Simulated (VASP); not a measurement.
All values below come from PBE GGA, VASP's PBE PAW potentials (set 64) (plane waves; VASP 6.6.1).

The input files of a VASP run:

File POSCAR:
```
NbTe
1
   -1.8533440000     1.8533440000     6.2745110000
    1.8533440000    -1.8533440000     6.2745110000
    1.8533440000     1.8533440000    -6.2745110000
Nb Te
2 2
Direct
  0.7500000000   0.7500000000   0.0000000000
  0.5000000000   0.0000000000   0.5000000000
  0.1660000000   0.1660000000   0.0000000000
  0.9160000000   0.4160000000   0.5000000000
```

KPOINTS:
```
Automatic
0
gamma
 8 8 8
```

INCAR:
```
ALGO=Normal
EDIFF=1E-6
ENCUT=400
GGA=PE
ISIF=2
ISMEAR=0
LASPH=.True.
LCHARG=.False.
LMAXMIX=4
LREAL=.False.
LWAVE=.False.
NELM=100
PREC=Accurate
SIGMA=0.05
SYSTEM=NbTe
```

POTCAR, in this order: Nb_sv Te (PBE.64 set). Program: vasp_std.

The run wrote:

**OSZICAR**
```
       N       E                     dE             d eps       ncg     rms          rms(c)
DAV:   1     0.312052424342E+03    0.31205E+03   -0.17467E+04  2778   0.130E+03
DAV:   2    -0.659802486876E+00   -0.31271E+03   -0.30894E+03  3466   0.460E+02
DAV:   3    -0.259875009078E+02   -0.25328E+02   -0.25018E+02  4711   0.998E+01
DAV:   4    -0.279897275952E+02   -0.20022E+01   -0.19941E+01  4306   0.257E+01
DAV:   5    -0.280661861696E+02   -0.76459E-01   -0.76001E-01  4364   0.435E+00    0.105E+01
DAV:   6    -0.272545021114E+02    0.81168E+00   -0.44390E+00  4061   0.132E+01    0.463E+00
DAV:   7    -0.272177718307E+02    0.36730E-01   -0.23716E-01  4481   0.278E+00    0.217E+00
DAV:   8    -0.272090020828E+02    0.87697E-02   -0.46479E-02  4165   0.116E+00    0.374E-01
DAV:   9    -0.272090630096E+02   -0.60927E-04   -0.40606E-03  4524   0.411E-01    0.194E-01
DAV:  10    -0.272092349017E+02   -0.17189E-03   -0.77996E-04  3929   0.251E-01    0.422E-02
DAV:  11    -0.272092060869E+02    0.28815E-04   -0.58748E-05  4512   0.469E-02    0.145E-02
DAV:  12    -0.272092040492E+02    0.20377E-05   -0.81025E-06  3515   0.222E-02    0.359E-03
DAV:  13    -0.272092036290E+02    0.42019E-06   -0.65689E-07  2561   0.516E-03
   1 F= -.27209204E+02 E0= -.27206459E+02  d E =-.549007E-02
```

File OUTCAR:
```
------------------------ aborting loop because EDIFF is reached ----------------------------------------
  FORCE on cell =-STRESS in cart. coord.  units (eV):
  Direction    XX          YY          ZZ          XY          YZ          ZX
  --------------------------------------------------------------------------------------
  Total        0.2911622      0.2911622      1.2992028      0.0000000      0.0000000      0.0000000
  in kB        5.4112004      5.4112004     24.1454652      0.0000000      0.0000000      0.0000000
  external PRESSURE =      11.6559553 kB  Pullay stress =       0.0000000 kB
  volume of cell :       86.21
      direct lattice vectors                 reciprocal lattice vectors
    -1.853344000  1.853344000  6.274511000     0.000000000  0.269782620  0.079687485
     1.853344000 -1.853344000  6.274511000     0.269782620  0.000000000  0.079687485
     1.853344000  1.853344000 -6.274511000     0.269782620  0.269782620  0.000000000
 POSITION                                       TOTAL-FORCE (eV/Angst)
 -----------------------------------------------------------------------------------
      0.00000      0.00000      9.41177        -0.000000     -0.000000     -0.309352
      0.00000      1.85334      0.00000        -0.000000     -0.000000     -0.309352
      0.00000      0.00000      2.08314         0.000000      0.000000      0.309352
      0.00000      1.85334      5.22039         0.000000      0.000000      0.309352
 -----------------------------------------------------------------------------------
    total drift:                               -0.000000     -0.000000      0.000292
  FREE ENERGIE OF THE ION-ELECTRON SYSTEM (eV)
  ---------------------------------------------------
  free  energy   TOTEN  =       -27.2092036290 eV

  energy  without entropy=      -27.2037135639  energy(sigma->0) =      -27.20645860
```
(Selected blocks of OUTCAR.)

The structure was generated: NbTe was put into the NbAs type (I4_1md), which need not be its known phase. The cell was not relaxed at this level.
